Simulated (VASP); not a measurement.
Output of a VASP run:

### OSZICAR
```
       N       E                     dE             d eps       ncg     rms          rms(c)
DAV:   1     0.734647653288E+03    0.73465E+03   -0.29405E+04  1488   0.231E+03
DAV:   2     0.659167935741E+02   -0.66873E+03   -0.64576E+03  1637   0.594E+02
DAV:   3    -0.347123960967E+02   -0.10063E+03   -0.98437E+02  1901   0.242E+02
DAV:   4    -0.389141212453E+02   -0.42017E+01   -0.41874E+01  1820   0.534E+01
DAV:   5    -0.390823410460E+02   -0.16822E+00   -0.16819E+00  2019   0.101E+01    0.128E+01
DAV:   6    -0.341482181109E+02    0.49341E+01   -0.21966E+01  2315   0.543E+01    0.444E+00
DAV:   7    -0.341320471370E+02    0.16171E-01   -0.15459E+00  1580   0.969E+00    0.269E+00
DAV:   8    -0.341040022228E+02    0.28045E-01   -0.47618E-01  2348   0.655E+00    0.116E+00
DAV:   9    -0.340760340406E+02    0.27968E-01   -0.11732E-01  2383   0.426E+00    0.123E-01
DAV:  10    -0.340773498884E+02   -0.13158E-02   -0.99915E-03  1691   0.582E-01    0.962E-02
DAV:  11    -0.340773149207E+02    0.34968E-04   -0.25285E-04  2350   0.165E-01    0.401E-02
DAV:  12    -0.340772984312E+02    0.16490E-04   -0.56971E-05  2280   0.521E-02    0.989E-03
DAV:  13    -0.340772974700E+02    0.96126E-06   -0.30730E-06  1561   0.173E-02
   1 F= -.34077297E+02 E0= -.34077254E+02  d E =-.340773E+02
       N       E                     dE             d eps       ncg     rms          rms(c)
DAV:   1    -0.340777918395E+02   -0.49341E-03   -0.50699E-02  1793   0.244E+00    0.137E-01
DAV:   2    -0.340774858376E+02    0.30600E-03   -0.21483E-03  2155   0.513E-01    0.588E-02
DAV:   3    -0.340773749858E+02    0.11085E-03   -0.28344E-04  2051   0.298E-01    0.144E-02
DAV:   4    -0.340773736103E+02    0.13755E-05   -0.41646E-05  2337   0.676E-02    0.527E-03
DAV:   5    -0.340773740931E+02   -0.48280E-06   -0.20046E-06  1329   0.171E-02
   2 F= -.34077374E+02 E0= -.34077330E+02  d E =-.766231E-04
```

**OUTCAR**
```
------------------------ aborting loop because EDIFF is reached ----------------------------------------
  FORCE on cell =-STRESS in cart. coord.  units (eV):
  Direction    XX          YY          ZZ          XY          YZ          ZX
  --------------------------------------------------------------------------------------
  Total        0.0717341      0.0717341      0.0353569      0.0000000      0.0000000      0.0000000
  in kB        1.3502494      1.3502494      0.6655216      0.0000000      0.0000000      0.0000000
  external PRESSURE =       1.1220068 kB  Pullay stress =       0.0000000 kB
  volume of cell :       85.12
      direct lattice vectors                 reciprocal lattice vectors
     4.993402514 -0.000000000  0.000000000     0.200264248  0.000000000  0.000000000
     0.000000000  4.993402514  0.000000000     0.000000000  0.200264248  0.000000000
     0.000000000  0.000000000  3.413731334     0.000000000  0.000000000  0.292934593
 POSITION                                       TOTAL-FORCE (eV/Angst)
 -----------------------------------------------------------------------------------
      4.99340     -0.00000      0.00000         0.000000      0.000000      0.000000
      2.49670      2.49670      1.70687         0.000000      0.000000      0.000000
      1.53578      1.53578      0.00000         0.001812      0.001812      0.000000
      4.03248      0.96092      1.70687         0.001812     -0.001812      0.000000
      0.96092      4.03248      1.70687        -0.001812      0.001812      0.000000
      3.45762      3.45762      3.41373        -0.001812     -0.001812      0.000000
 -----------------------------------------------------------------------------------
    total drift:                                0.000000     -0.000000     -0.000000
  FREE ENERGIE OF THE ION-ELECTRON SYSTEM (eV)
  ---------------------------------------------------
  free  energy   TOTEN  =       -34.0773740931 eV

  energy  without entropy=      -34.0772866062  energy(sigma->0) =      -34.07733035

 reached required accuracy - stopping structural energy minimisation
```
(Selected blocks of OUTCAR.)

File POSCAR:
```
PbO2
1
    4.9936779014     0.0000000000     0.0000000000
    0.0000000000     4.9936779014     0.0000000000
    0.0000000000     0.0000000000     3.4168354435
Pb O
2 4
Direct
  0.0000000000   0.0000000000   0.0000000000
  0.5000000000   0.5000000000   0.5000000000
  0.3074101816   0.3074101816   0.0000000000
  0.8074101816   0.1925898184   0.5000000000
  0.1925898184   0.8074101816   0.5000000000
  0.6925898184   0.6925898184   0.0000000000
```

Problem. Reconstruct the remaining input files.

Solution. One answer among several that fit: the input of the run itself, PBEsol GGA, plane waves, VASP's PBE PAW potentials (set 64).

KPOINTS:
```
Automatic mesh
0
Gamma
5 5 7
0 0 0
```

**INCAR**
```
! general
SYSTEM   =  PbO2
PREC     =  Accurate
ENCUT    =  620
LREAL    =  .False.
LASPH    =  .True.

! electronic loop
EDIFF    =  1E-6
NELM     =  100
ALGO     =  Normal
LMAXMIX  =  4

! smearing
ISMEAR   =  0
SIGMA    =  0.05

! functional
GGA      =  PS

! ions
IBRION   =  2
NSW      =  40
ISIF     =  3
EDIFFG   =  -0.02

! output
LWAVE    =  .False.
LCHARG   =  .False.
```

POTCAR, in this order: Pb_d O (PBE.64 set). Program: vasp_std.

The compound is PbO2 in the rutile structure. This run relaxes it. Symmetry was kept, so distortions that lower it aren't found.
